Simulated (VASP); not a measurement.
Here is the system:

```
AsB
1.0
    0.00000     2.35078     2.35078
    2.35078     0.00000     2.35078
    2.35078     2.35078     0.00000
B As
1 1
Direct
  0.00000   0.00000   0.00000
  0.25000   0.25000   0.25000
```

Computed with vdW-DF-cx, VASP's PBE PAW potentials (set 64) (plane waves; VASP). Settings: 520 eV cut-off, 9×9×9 Γ-centred mesh, Gaussian smearing of 0.050 eV, potentials B As.

Problem. Give the stress tensor in GPa (positive for a compressed cell).

Solution. 
```
9.57  0.00  0.00
0.00  9.57  0.00
0.00  0.00  9.57
```
The pressure is its mean diagonal, 9.57 GPa.

The compound is BAs in the zinc blende structure. This cell is one point of a volume scan, at 0.94 of the reference volume.
